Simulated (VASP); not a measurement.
Here is the system:

```xyz
4
Lattice="1.9905 -2.0431 0.0000 1.9905 2.0431 0.0000 0.0000 0.0000 5.0689" Properties=species:S:1:pos:R:3 pbc="T T T"
Cu     0.9953     1.0215     0.0000
Cu     0.9953    -1.0215     2.5345
O      1.9905     0.0000     1.2672
O      1.9905     0.0000     3.8017
```

Method: LDA (Ceperley-Alder, Perdew-Zunger), VASP's LDA PAW potentials (set 64) (plane waves; VASP 6.6.1). Numerical set-up: 520 eV cut-off, Gaussian smearing of 0.050 eV, potentials Cu O.

### Question
Give the energies of bands 7 to 20 at the high-symmetry points, in eV from the Fermi level.

### Answer

| band | Γ | Y | C0 | Z | A0 | T | S | R |
|---|---|---|---|---|---|---|---|---|
| 7 | -3.73 | -4.90 | -4.85 | -4.22 | -5.91 | -5.98 | -4.78 | -4.94 |
| 8 | -3.72 | -4.76 | -4.84 | -4.22 | -5.91 | -5.98 | -4.40 | -3.56 |
| 9 | -3.71 | -3.63 | -3.56 | -3.80 | -3.22 | -3.23 | -3.50 | -3.10 |
| 10 | -3.34 | -3.00 | -2.99 | -3.80 | -3.22 | -3.23 | -2.88 | -3.03 |
| 11 | -2.84 | -2.94 | -2.94 | -2.56 | -2.55 | -2.54 | -2.83 | -2.96 |
| 12 | -2.66 | -2.66 | -2.65 | -2.56 | -2.55 | -2.54 | -2.67 | -2.88 |
| 13 | -2.64 | -2.55 | -2.55 | -2.50 | -2.15 | -2.13 | -2.44 | -2.60 |
| 14 | -2.61 | -2.54 | -2.52 | -2.50 | -2.15 | -2.13 | -2.08 | -2.58 |
| 15 | -2.51 | -1.69 | -1.66 | -1.67 | -1.55 | -1.53 | -1.72 | -2.19 |
| 16 | -2.12 | -1.29 | -1.37 | -1.67 | -1.55 | -1.53 | -1.63 | -1.98 |
| 17 | 0.67 | -1.27 | -1.31 | 0.06 | -0.49 | -0.50 | 0.23 | -0.11 |
| 18 | 0.74 | 1.22 | 1.20 | 0.06 | -0.49 | -0.50 | 0.46 | 0.71 |
| 19 | 1.63 | 1.81 | 1.98 | 3.68 | 3.84 | 3.79 | 3.38 | 4.14 |
| 20 | 6.15 | 7.10 | 6.88 | 3.68 | 3.84 | 3.79 | 6.09 | 6.06 |

It has no gap at this level: it comes out as a metal or semimetal.

The structure comes from a computed database's CuO entry (Cccm); how it stands against other phases isn't given here. It was relaxed first, which changed the volume by -7 %.
